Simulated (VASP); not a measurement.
# TaTeI (P-6m2) in VASP: further runs

Aim: see how the results for TaTeI move with the level of theory and the settings. Levels: r2SCAN, TPSS, r2SCAN+D3(BJ). Tasks: relaxation of cell and atoms, single point.

Program: VASP 6.6.1. These are calculated values, not measurements. Logs are shortened: lines on timing, memory, paths and dates and some standing lists are left out, and cuts for length are marked.

## (1) Starting point

Symmetry: P-6m2, No. 187, hexagonal system. The conventional cell has a = 5.208 Å, b = 5.208 Å, c = 4.177 Å, α = 90.00°, β = 90.00°, γ = 120.00°. Ta (site symmetry -6m2) is surrounded by 3 I at 3.01 Å. Te (site symmetry -6m2) is surrounded by 6 I at 3.66 Å and 6 Ta at 3.66 Å and 2 Te at 4.18 Å. I (site symmetry -6m2) is surrounded by 3 Ta at 3.01 Å.

The cell was built by a generator and needn't be a form met in nature.

## (2) Relaxation of cell and atoms, r2SCAN

INCAR

```
SYSTEM = TaTeI
  PREC = Accurate
  ENCUT = 600
  EDIFF = 1E-7
  ISMEAR = 0
  SIGMA = 0.05
  LREAL = .FALSE.
  LASPH = .TRUE.
  NELM = 100
  ALGO = Normal
  ISIF = 3
  LWAVE = .FALSE.
  LCHARG = .FALSE.
  METAGGA = R2SCAN
  LMIXTAU = .TRUE.
  IBRION = 2
  NSW = 40
  EDIFFG = -0.005
```

KPOINTS

```
Automatic mesh
0
G
  6 6 7
  0 0 0
```

POSCAR

```
TaTeI
1.0
    5.2083063800      0.0000000000      0.0000000000
   -2.6041531900      4.5105256300      0.0000000000
    0.0000000000      0.0000000000      4.1767804500
Ta Te I
1 1 1
Direct
    0.0000000000      0.0000000000      0.5000000000
    0.6666666700      0.3333333300      0.0000000000
    0.3333333300      0.6666666700      0.5000000000
```

Potentials or basis: VASP PAW PBE potentials, release 64 (Ta_pv, Te, I).

On the command line:

```console
$ cat potpaw_PBE.64/Ta_pv/POTCAR potpaw_PBE.64/Te/POTCAR potpaw_PBE.64/I/POTCAR > POTCAR
$ mpirun -np 1 vasp_std > vasp.out
```

OUTCAR:

```text
SYSTEM = TaTeI
   PREC = Accurate
   ENCUT = 600
   EDIFF = 1E-7
   ISMEAR = 0
   LREAL = .FALSE.
   LASPH = .TRUE.
   NELM = 100
   ISIF = 3
   METAGGA = R2SCAN
   IBRION = 2
   NSW = 40
   EDIFFG = -0.005

 ion  position               nearest neighbor table
   1  0.000  0.000  0.500-   3 3.01   3 3.01   3 3.01
   2  0.667  0.333  0.000-
   3  0.333  0.667  0.500-   1 3.01   1 3.01   1 3.01

  LATTYP: Found a hexagonal cell.
 ALAT       =     5.2083063800
 C/A-ratio  =     0.8019459965

  Lattice vectors:

 A1 = (   5.2083063800,   0.0000000000,   0.0000000000)
 A2 = (  -2.6041531900,   4.5105256300,   0.0000000000)
 A3 = (   0.0000000000,   0.0000000000,   4.1767804500)

Analysis of symmetry for initial positions (statically):
=====================================================================
 Subroutine PRICEL returns:
 Original cell was already a primitive cell.

 Routine SETGRP: Setting up the symmetry group for a
 hexagonal supercell.

 Subroutine GETGRP returns: Found 12 space group operations
 (whereof 12 operations were pure point group operations)
 out of a pool of 24 trial point group operations.

The static configuration has the point symmetry D_3h.

Analysis of symmetry for dynamics (positions and initial velocities):
=====================================================================
 Subroutine PRICEL returns:
 Original cell was already a primitive cell.

 Routine SETGRP: Setting up the symmetry group for a
 hexagonal supercell.

 Subroutine GETGRP returns: Found 12 space group operations
 (whereof 12 operations were pure point group operations)
 out of a pool of 24 trial point group operations.

The dynamic configuration has the point symmetry D_3h.

 Subroutine INISYM returns: Found 12 space group operations
 (whereof 12 operations are pure point group operations),
 and found     1 'primitive' translations

----------------------------------------------------------------------------------------

                                     Primitive cell

  volume of cell :      98.1218

  direct lattice vectors                    reciprocal lattice vectors
     5.208306380  0.000000000  0.000000000     0.192000994  0.110851825  0.000000000
    -2.604153190  4.510525630  0.000000000     0.000000000  0.221703651  0.000000000
     0.000000000  0.000000000  4.176780450     0.000000000  0.000000000  0.239418857

  length of vectors
     5.208306380  5.208306375  4.176780450     0.221703651  0.221703651  0.239418857

  position of ions in fractional coordinates (direct lattice)
     0.000000000  0.000000000  0.500000000
     0.666666670  0.333333330  0.000000000
     0.333333330  0.666666670  0.500000000

  ion indices of the primitive-cell ions
   primitive index   ion index
                 1           1
                 2           2
                 3           3

----------------------------------------------------------------------------------------

 KPOINTS: Automatic mesh

Automatic generation of k-mesh.
 Grid dimensions read from file:
 generate k-points for:    6    6    7

 Generating k-lattice:

  Cartesian coordinates                     Fractional coordinates (reciprocal lattice)
     0.032000166  0.018475304  0.000000000     0.166666667  0.000000000  0.000000000
     0.000000000  0.036950608  0.000000000     0.000000000  0.166666667  0.000000000
     0.000000000  0.000000000  0.034202694     0.000000000  0.000000000  0.142857143

  Length of vectors
     0.036950608  0.036950608  0.034202694

  Shift w.r.t. Gamma in fractional coordinates (k-lattice)
     0.000000000  0.000000000  0.000000000

 Subroutine IBZKPT returns following result:
 ===========================================

 Found     28 irreducible k-points:

 Following reciprocal coordinates:
            Coordinates               Weight
  0.000000  0.000000  0.000000      1.000000
  0.166667  0.000000  0.000000      6.000000
  0.333333  0.000000  0.000000      6.000000
  0.500000  0.000000  0.000000      3.000000
  0.166667  0.166667  0.000000      6.000000
  0.333333  0.166667  0.000000     12.000000
[... 16 lines left out ...]
  0.166667  0.000000  0.428571     12.000000
  0.333333  0.000000  0.428571     12.000000
 [... further k-points ...]
   k-points           NKPTS =     28   k-points in BZ     NKDIM =     28   number of bands    NBANDS=     16
   number of dos      NEDOS =    301   number of ions     NIONS =      3
   total plane-waves  NPLWV =  63504
   dimension x,y,z NGX =    42 NGY =   42 NGZ =   36
   dimension x,y,z NGXF=    84 NGYF=   84 NGZF=   72
   ions per type =               1   1   1
   NGX,Y,Z   is equivalent  to a cutoff of  13.41, 13.41, 14.33 a.u.
   NGXF,Y,Z  is equivalent  to a cutoff of  26.81, 26.81, 28.66 a.u.
 SYSTEM =  TaTeI
   PREC   = accura    normal or accurate (medium, high low for compatibility)
   ISTART =      0    job   : 0-new  1-cont  2-samecut
   ICHARG =      2    charge: 1-file 2-atom 10-const
   ISPIN  =      1    spin polarized calculation?
   LNONCOLLINEAR =      F non collinear calculations
   LSORBIT =      F    spin-orbit coupling
   LASPH  =      T    aspherical Exc in radial PAW
   ENCUT  =  600.0 eV  44.10 Ry    6.64 a.u.  10.40 10.40  8.34*2*pi/ulx,y,z
   NELM   =    100;   NELMIN=  2; NELMDL= -5     # of ELM steps
   EDIFF  = 0.1E-06   stopping-criterion for ELM
   LREAL  =      F    real-space projection
   EDIFFG = -.5E-02   stopping-criterion for IOM
   NSW    =     40    number of steps for IOM
   IBRION =      2    ionic relax: 0-MD 1-quasi-New 2-CG
   NFREE  =      1    steps in history (QN), initial steepest desc. (CG)
   ISIF   =      3    stress and relaxation
   ISYM   =      2    0-nonsym 1-usesym 2-fastsym
   POTIM  = 0.5000    time-step for ionic-motion
   TEBEG  =    0.0;   TEEND  =   0.0 temperature during run
   PSTRESS=    0.0 pullay stress
   NELECT =      24.0000    total number of electrons
   NUPDOWN=      -1.0000    fix difference up-down
   EMIN   =  10.00;   EMAX   =-10.00  energy-range for DOS
   EFERMI =   0.00;   METHOD = LEGACY
   ISMEAR =     0;   SIGMA  =   0.05  broadening in eV -4-tet -1-fermi 0-gaus
   EFERMI_NEDOS =   21; number of points for ismear=-14 and -15
   IALGO  =     38    algorithm
   IMIX   =      4    mixing-type and parameters
     AMIX     =   0.40;   BMIX     =  1.00
     AMIX_MAG =   1.60;   BMIX_MAG =  1.00
  volume/ion in A,a.u.               =      32.71       220.72
  Fermi-wavevector in a.u.,A,eV,Ry     =   1.023820  1.934739 14.261718  1.048207
  Thomas-Fermi vector in A             =   2.157574
   LORBIT       =      0    0 simple, 1 ext, 2 COOP (PROOUT), +10 PAW based schemes
   METAGGA = R2SCAN    functional components
   LHFCALC =     F    Hartree Fock is set to
   AEXX    =    0.0000 exact exchange contribution
   IVDW    =     0    specifies the selected vdW correction
   LEPSILON=     F    determine dielectric tensor
   LRPA    =     F    only Hartree local field effects (RPA)
 conjugate gradient relaxation of ions
 non-spin polarized calculation
 Gauss-broadening in eV      SIGMA  =   0.05
  energy-cutoff  :      600.00
  volume of cell :       98.12
 maximum number of plane-waves:      3317
 NGX is ok and might be reduce to    42
   NGX = 21   NGY = 21   NGZ = 17

--------------------------------------- Ionic step        1  -------------------------------------------

 number of electron      23.9999998 magnetization

 Free energy of the ion-electron system (eV)
  ---------------------------------------------------
  ext. energy  EPLUGINS =         0.00000000
  ---------------------------------------------------
  free energy    TOTEN  =       -95.12486793 eV

  energy without entropy =      -95.11574018  energy(sigma->0) =      -95.12030405

 E-fermi :   5.3008     XC(G=0):  -9.9576

 val. band max:        5.2777755562   @ k =   0.1667   0.0000   0.2857
 cond. band min:       5.3100169768   @ k =   0.3333   0.3333   0.2857
 fundamental gap:      0.0322414206
 Fermi energy:         5.3008025143

 k-point     1 :       0.0000    0.0000    0.0000
  band No.  band energies     occupation
      1     -32.1444      2.00000
      2     -32.1444      2.00000
      3     -32.0966      2.00000
      4      -9.7968      2.00000
      5      -5.7732      2.00000
      6      -0.2644      2.00000
[... 433 lines left out ...]
      3     -32.1072      2.00000
      4      -9.3172      2.00000
      5      -5.8652      2.00000
      6      -0.8355      2.00000
[... 8 lines left out ...]
     15       6.2706      0.00000
     16       6.2994      0.00000

 [... further k-points ...]
[... 5 lines left out ...]
  --------------------------------------------------------------------------------------
  -------------------------------------------------------------------------------------
  Total       -6.5440076     -6.5440076     -6.0822039      0.0000000      0.0000000      0.0000000
  in kB     -106.8535733   -106.8535730    -99.3130291      0.0000000      0.0000000      0.0000000
  external PRESSURE =    -104.3400585 kB  Pullay stress =       0.0000000 kB
[... 92 lines left out ...]
  FREE ENERGIE OF THE ION-ELECTRON SYSTEM (eV)
  ---------------------------------------------------
  free  energy   TOTEN  =       -95.9715790415 eV

  energy  without entropy=      -95.9641251506  energy(sigma->0) =      -95.96785210

[... ionic steps 4 to 7 ...]

--------------------------------------- Ionic step        8  -------------------------------------------

 number of electron      24.0000001 magnetization

------------------------ aborting loop because EDIFF is reached ----------------------------------------
[... 69 lines left out ...]
--------------------------------------- Ionic step       10  -------------------------------------------

 number of electron      24.0000001 magnetization

 Free energy of the ion-electron system (eV)
  ---------------------------------------------------
  ext. energy  EPLUGINS =         0.00000000
  ---------------------------------------------------
  free energy    TOTEN  =       -96.15694712 eV

  energy without entropy =      -96.15129098  energy(sigma->0) =      -96.15411905

 E-fermi :   8.5040     XC(G=0): -11.4034

 val. band max:        8.4994829089   @ k =   0.3333   0.0000   0.4286
 cond. band min:       8.5261024535   @ k =   0.1667   0.0000   0.2857
 fundamental gap:      0.0266195446
 Fermi energy:         8.5039695753

 k-point     1 :       0.0000    0.0000    0.0000
  band No.  band energies     occupation
      1     -28.5346      2.00000
      2     -28.5346      2.00000
      3     -28.3491      2.00000
      4      -8.0848      2.00000
      5      -3.1023      2.00000
      6       1.4906      2.00000
[... 433 lines left out ...]
      3     -28.4373      2.00000
      4      -6.6773      2.00000
      5      -3.3713      2.00000
      6       1.0176      2.00000
[... 8 lines left out ...]
     15       9.6914      0.00000
     16      10.7018      0.00000

 [... further k-points ...]
[... 5 lines left out ...]
  --------------------------------------------------------------------------------------
  -------------------------------------------------------------------------------------
  Total        0.0010210      0.0010210      0.0100125      0.0000000      0.0000000      0.0000000
  in kB        0.0220351      0.0220351      0.2160924      0.0000000      0.0000000      0.0000000
  external PRESSURE =       0.0867209 kB  Pullay stress =       0.0000000 kB
[... 18 lines left out ...]
  FREE ENERGIE OF THE ION-ELECTRON SYSTEM (eV)
  ---------------------------------------------------
  free  energy   TOTEN  =       -96.1569471207 eV

  energy  without entropy=      -96.1512909758  energy(sigma->0) =      -96.15411905

 reached required accuracy - stopping structural energy minimisation
```

Wall time 18 min (1 thread of Intel Xeon 6975P-C (Granite Rapids), shared host); peak memory 0.31 GiB.

Results:

```
Free energy                            : -96.1569 eV
Relaxed volume                         : 24.75 Å³/atom
Relaxed cell                           : a = 4.922 Å, b = 4.922 Å, c = 3.539 Å, α = 90.00°, β = 90.00°, γ = 120.00°
Space group after relaxing (to 0.05 Å) : P-6m2 (No. 187)
Energy gained by relaxing              : 344.0 meV/atom
Ionic steps                            : 10
Pressure after relaxing                : 0.0 GPa
Band gap on the k mesh                 : none (metal or under the smearing width)
```

The path:
| step | energy change (eV) | largest force (eV/Å) | pressure (GPa) | volume (Å³) |
| --- | --- | --- | --- | --- |
| 1 | 0.0000 | 0.0000 | -10.43 | 98.12 |
| 2 | -0.6811 | 0.0000 | 8.47 | 70.87 |
| 3 | -0.8467 | 0.0000 | -0.20 | 77.60 |
| 4 | -0.9631 | 0.0000 | -0.08 | 75.88 |
| 5 | -0.8887 | 0.0000 | 3.17 | 69.98 |
| 6 | -1.0291 | 0.0000 | 0.65 | 73.48 |
| 7 | -1.0312 | 0.0000 | 0.45 | 73.92 |
| 8 | -1.0314 | 0.0000 | 0.49 | 73.81 |
| 9 | -1.0310 | 0.0000 | -0.59 | 74.77 |
| 10 | -1.0321 | 0.0000 | 0.01 | 74.24 |

Final structure:
```
CELL_PARAMETERS angstrom
4.92162 0.00000 0.00000
-2.46081 4.26224 0.00000
0.00000 0.00000 3.53888
ATOMIC_POSITIONS crystal
Ta 0.00000 0.00000 0.50000
Te 0.66667 0.33333 0.00000
I 0.33333 0.66667 0.50000
```

Levels at points of the mesh, in eV from the Fermi level:
| k point | band 9 | band 10 | band 11 | band 12 | band 13 | band 14 | band 15 | band 16 |
| --- | --- | --- | --- | --- | --- | --- | --- | --- |
| (0.00, 0.00, 0.00) | -2.82 | -2.82 | -2.49 | 0.70 | 0.70 | 0.87 | 1.20 | 2.40 |
| (0.50, 0.00, 0.00) | -3.13 | -2.72 | -0.53 | -0.37 | 0.08 | 0.57 | 2.50 | 2.75 |

Caveat: the volume moved by over 15 % at a fixed basis, so the end points are rough; the PAW data sets were made with another functional, which shifts forces and pressure a little. Spin-orbit coupling is left out, which matters for the levels of I, Ta, Te.

(Part 1 of 2 ends here.)
